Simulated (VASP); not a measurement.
Given:

```
BiTlS2
1.0
    2.03902     1.17723     7.23605
   -2.03902     1.17723     7.23605
    0.00000    -2.35445     7.23605
Tl Bi S
1 1 2
Direct
  0.50000   0.50000   0.50000
  0.00000   0.00000   0.00000
  0.26101   0.26101   0.26101
  0.73899   0.73899   0.73899
```

Computed with PBEsol GGA with spin-orbit coupling, VASP's PBE PAW potentials (set 64) (plane waves; VASP 6.6.1). Settings: 400 eV cut-off, 6×6×6 Γ-centred mesh, Gaussian smearing of 0.050 eV, potentials Tl_d Bi_d S.

Task: Give the energies of bands 31 to 44 at the high-symmetry points, in eV from the valence-band maximum.

Result: 
```
band      Γ      T     H2      L     S0      F
----  -----  -----  -----  -----  -----  -----
31    -2.19  -1.97  -4.16  -3.44  -4.11  -3.79
32    -2.19  -1.97  -4.16  -3.44  -4.11  -3.79
33    -2.04  -1.77  -3.42  -3.02  -3.54  -3.40
34    -2.04  -1.77  -3.42  -3.02  -3.54  -3.40
35    -1.62  -1.70  -2.48  -2.13  -2.46  -1.71
36    -1.62  -1.70  -2.48  -2.13  -2.46  -1.71
37    -1.60  -1.63  -1.58  -2.13  -1.72  -1.63
38    -1.60  -1.63  -1.58  -2.13  -1.72  -1.63
39     0.00  -0.68  -1.27  -2.00  -0.93  -0.03
40     0.00  -0.68  -1.27  -2.00  -0.93  -0.03
41     0.19   0.92   2.06   2.13   1.62   0.17
42     0.19   0.92   2.06   2.13   1.62   0.17
43     1.66   2.16   2.28   2.75   2.55   1.71
44     1.66   2.16   2.28   2.75   2.55   1.71
```

The gap is indirect, 0.17 eV, from the valence maximum at Γ to the conduction minimum at F.

The structure comes from a computed database's TlBiS2 entry (R-3m); how it stands against other phases isn't given here. It was relaxed first.
